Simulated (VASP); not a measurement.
# Bulk modulus and pressure derivative of NbP (I4_1md) from stress and from energy at PBEsol

A thin NbP conductor enclosed in a chip is squeezed or stretched when its surroundings expand differently, and a stress model then needs to know how strongly the crystal resists a change of volume. The same number converts a measured volume into a pressure in a high-pressure cell.

Problem: find the bulk modulus B0 and its pressure derivative B0′ for NbP from seven PBEsol runs on uniformly scaled cells, once from the energies and once from the stress-tensor pressures. Eulerian strain f is counted from the fitted volume V0 = 15.5616 Å³ per atom, with compression positive. Energies are per atom above the lowest point. The two routes are compared with each other; a measured modulus is not compared here.

## Computational details

One crystal, NbP (I4_1md, 4 atoms) (known phase), at PBEsol: single-point runs on uniformly scaled copies of a cell relaxed at PBEsol; symmetry leaves the fractional positions and the cell shape free, held here. Program: VASP 6.6.1, plane waves and PAW (data sets made for PBE of release 64), scalar-relativistic without spin-orbit coupling, no spin polarisation. Cutoff 400 eV; on the k meshes the divisions times the cell-vector length are 53 Å or more. Occupations: Gaussian smearing of 0.05 eV.

Notes on method and selection:

- Third-order Birch-Murnaghan: P = 3·B0·f·(1 + 2f)^(5/2)·[1 + (3/2)(B0′ − 4)·f]. The fit to the energies of these runs gives B0 = 205.4 GPa and B0′ = 4.26.
- Static lattice. The pressure from the stress tensor and the slope of the energy need not agree exactly at a finite cutoff and mesh.
- With the fractional positions and the cell shape held the modulus is an upper bound.
- A measured value is attached only where its sources agree among themselves; tables made before the last selection also left out values far from the computed one, as likely another phase or mode.
- Series whose points a third-order Birch-Murnaghan form does not fit, or whose B0′ lies outside 2 to 8, were left out.
- Crystals whose pressure at the fitted V0 departs from zero by more than 0.6 % of B0 plus 0.1 GPa, and layered compounds, were left out.
- Runs that did not converge, have known faults or may not be shown are not listed, and runs on Ansatz's PAW sets soft_1 and soft_2 are kept to separate tables.

Columns:

- Eulerian strain: Eulerian strain f = ½[(V0/V)^(2/3) − 1] with the fitted V0 = 15.5616 Å³ per atom, compression positive.
- fitted bulk modulus (GPa): bulk modulus at that volume from the third-order Birch-Murnaghan fit to the energies.
- volume (Å³): volume per atom.
- pressure (GPa): pressure from the stress tensor, compression positive.
- energy (meV/atom): energy per atom above the lowest point, extrapolated to zero smearing.

## Data

| member | Eulerian strain | fitted bulk modulus (GPa) | volume (Å³) | pressure (GPa) | energy (meV/atom) |
| --- | --- | --- | --- | --- | --- |
| V = 16.461 Å³ | −0.01839 | 160.5 | 16.4614 | −10.64 | 30.17 |
| V = 16.151 Å³ | −0.01224 | 174.8 | 16.1508 | −7.48 | 13.35 |
| V = 15.840 Å³ | −0.00588 | 190.3 | 15.8402 | −3.97 | 3.05 |
| V = 15.530 Å³ | 0.00069 | 207.2 | 15.5297 | −0.05 | 0.00 |
| V = 15.219 Å³ | 0.00747 | 225.6 | 15.2191 | 4.30 | 4.97 |
| V = 14.908 Å³ | 0.01450 | 245.7 | 14.9085 | 9.13 | 18.89 |
| V = 14.598 Å³ | 0.02177 | 267.6 | 14.5979 | 14.50 | 42.75 |

Least-squares fits to the whole series, with x = Eulerian strain; R² and errors in the fitted variable (y, or ln y where the fit is in ln y):

| y | members | fit | R² | rms residual | leave-one-out rms | the same for the mean of the others |
| --- | --- | --- | --- | --- | --- | --- |
| pressure (GPa) | 7 | y = −0.47579 + 614.27 x + 3369.2 x² | 1.00 | 0.0063 | 0.017 | 9.8 |
| energy (meV/atom) | 7 | y = −0.061627 + 7.2258 x + 89905 x² | 1.00 | 0.041 | 0.11 | 17 |

## Mechanism

**From the energy.** The Birch-Murnaghan energy is E = E0 + (9/2)·V0·B0·f²·[1 + (B0′ − 4)·f], so (E − E0)/f² is a straight line in f. The lowest point lies slightly off V0, by f = 0.00069, which puts E0 at −89905 × 0.00069² = −0.04 meV/atom. The two end points then give

- (42.75 + 0.04) / 0.02177² = 90287 meV/atom
- (30.17 + 0.04) / 0.01839² = 89328 meV/atom

The slope is (90287 − 89328) / (0.02177 + 0.01839) = 23879 and the value at f = 0 is 89328 + 23879 × 0.01839 = 89767 meV/atom. Hence B0′ = 4 + 23879 / 89767 = 4.27. With 1 eV/Å³ = 160.2 GPa, B0 = 2 × (89767 / 1000) / (9 × 15.5616) × 160.2 = 205.4 GPa. The full fit gives 205.4 GPa and 4.26.

**From the pressure.** For small f the pressure is 3·B0·f + 3·B0·[5 + (3/2)(B0′ − 4)]·f². The fitted parabola therefore gives B0 = 614.27 / 3 = 204.8 GPa at the same V0. The ratio 3369.2 / 614.27 = 5.485 gives B0′ = 4 + (5.485 − 5) / 1.5 = 4.32. The two routes agree to about 0.3 % in B0 and 0.06 in B0′. Part of the agreement in B0 is luck: the parabola leaves out the cubic term in f, and its slope absorbs some of it, which raises this B0 by roughly 0.6 GPa.

**Why the crystal stiffens.** Equal volume steps cost more pressure as the cell shrinks: 3.16 GPa for the first step from the expanded end and 5.37 GPa for the last. As the Nb–P bonds shorten, the repulsion between overlapping shells and the kinetic energy of the confined electrons rise faster than the bonding energy gained. A B0′ of 4 would make the energy purely quadratic in f; the small excess over 4 makes the compressed side slightly steeper.

## Residuals

Largest departures from the fit to the whole series:

| member | pressure (GPa) | fit | computed − fit | in rms residuals |
| --- | --- | --- | --- | --- |
| V = 16.151 Å³ | −7.48 | −7.49 | +0.01 | 1.5 |
| V = 14.908 Å³ | 9.13 | 9.14 | −0.01 | 1.5 |
| V = 16.461 Å³ | −10.64 | −10.63 | −0.01 | 1.1 |
| V = 14.598 Å³ | 14.50 | 14.49 | +0.01 | 1.0 |

The departures from the pressure fit reach only 0.01 GPa. Their signs are those of the cubic term in f that a parabola leaves out, so they point to the form of the fit and not to a change in the crystal. The discrepancy that matters is shared by all seven members: the stress-tensor pressure lies below the pressure implied by the energies. At V0 the pressure fit gives −0.48 GPa instead of zero. The Birch-Murnaghan form with the energy-fit constants, where (3/2)(B0′ − 4) = 1.5 × 0.26 = 0.39, gives for the two end volumes

- most expanded: 3 × 205.4 × (−0.01839) × (1 − 2 × 0.01839)^(5/2) × (1 − 0.39 × 0.01839) = −10.24 GPa
- most compressed: 3 × 205.4 × 0.02177 × (1 + 2 × 0.02177)^(5/2) × (1 + 0.39 × 0.02177) = 15.05 GPa

The stress minus these values is −10.64 + 10.24 = −0.40 GPa at the expanded end and 14.50 − 15.05 = −0.55 GPa at the compressed end, so the gap grows in size on compression.

Its sign is that of Pulay stress, the likely cause; repeating the runs at a higher cutoff would test this, since the gap should then shrink. The stress is evaluated with a fixed set of plane waves, whose effective cutoff rises as the cell shrinks. The incomplete basis then improves on contraction, which adds a spurious inward pull.

At the most compressed volumes the k mesh also shows a small gap, although the crystal is metallic at the others. NbP is a semimetal whose bands, without spin-orbit coupling, cross along closed lines in k space, which a regular mesh can miss. The gap is narrower than the smearing and leaves no visible step in the pressures.

## Short exercises

**What pressure reduces the volume by 4 % from V0?**

The strain is f = 0.5 × (0.96^(−2/3) − 1) = 0.01379. With the energy-fit constants, P = 3 × 205.4 × 0.01379 × (1 + 2 × 0.01379)^(5/2) × (1 + 0.39 × 0.01379) = 9.1 GPa, where 1.5 × 0.26 = 0.39 is the factor (3/2)(B0′ − 4). The linear estimate, B0 times the relative change of volume, gives 205.4 × 0.04 = 8.2 GPa, about 10 % too low, because the pressure curve steepens on compression.

**How far do the results move if V0 is taken where the stress-tensor pressure vanishes?**

The pressure parabola crosses zero at f = 0.00077. The volume is smaller by a fraction of about 3 × 0.00077 = 0.0023, which is 0.0023 × 15.5616 = 0.036 Å³ per atom. The modulus there is (1 + 2f)/3 times the slope of the parabola: (1 + 2 × 0.00077) × (614.27 + 2 × 3369.2 × 0.00077) / 3 = 206.8 GPa. This is 2.0 GPa above the 204.8 GPa found at the energy minimum, so a quoted modulus should name its reference volume.

**Is B0′ = 4 accurate enough up to the highest compression?**

Setting B0′ to 4 while keeping B0 removes the factor 1 + 0.39 × 0.02177 = 1.0085. The pressure of 15.05 GPa falls by about 0.13 GPa, or 0.8 %. That is less than the gap between the two routes at the same volume, so the simpler form suffices for most engineering estimates.

## Closing remarks

Between 14.598 and 16.461 Å³ per atom, NbP at PBEsol is described by B0 of about 205 GPa and B0′ of about 4.3. The energy route is the safer one for V0, since the offset in the stress, probably Pulay stress, shifts the volume at which the pressure vanishes.

The modulus is an upper bound, because atomic positions and cell shape were held. Under compression the stress is larger across the tetragonal axis than along it, so a freed cell would tend to lower its c/a ratio and respond more softly. Zero-point motion and temperature, absent from a static lattice, would expand the crystal and lower the modulus further.

Series with a poor Birch-Murnaghan fit or a large residual pressure at V0 were left out of the selection. The close agreement found here therefore says little about how often the two routes agree in other crystals.
